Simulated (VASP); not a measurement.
Data:

```xyz
1
Lattice="-1.6345 1.6345 1.6345 1.6345 -1.6345 1.6345 1.6345 1.6345 -1.6345" Properties=species:S:1:pos:R:3 pbc="T T T"
Ta     0.0000     0.0000     0.0000
```

Method: PBE GGA, VASP's PBE PAW potentials (set 64) (plane waves; VASP). Run with 500 eV cut-off, 16×16×16 Γ-centred mesh, first-order Methfessel-Paxton smearing of 0.10 eV, potentials Ta_pv.

Energy and stress use the plane-wave basis of the starting cell.

Problem. The ions, cell shape and volume at an external pressure of 20.0 GPa are relaxed. What does this cell relax into?

Solution. 
```xyz
1
Lattice="-1.6124 1.6124 1.6124 1.6124 -1.6124 1.6124 1.6124 1.6124 -1.6124" Properties=species:S:1:pos:R:3 pbc="T T T"
Ta     0.0000     0.0000     0.0000
```
Space group Im-3m (229), at a tolerance of 0.03 Å.

Problem. How do energy and volume change from the first to the last step?

Solution. The energy (σ→0) changes by +64.5 meV/atom and the volume by -4.0 %, in 4 ionic steps.

The compound is Ta in the bcc structure. This run relaxes it under an external pressure of 20 GPa. Symmetry was kept, so distortions that lower it aren't found.
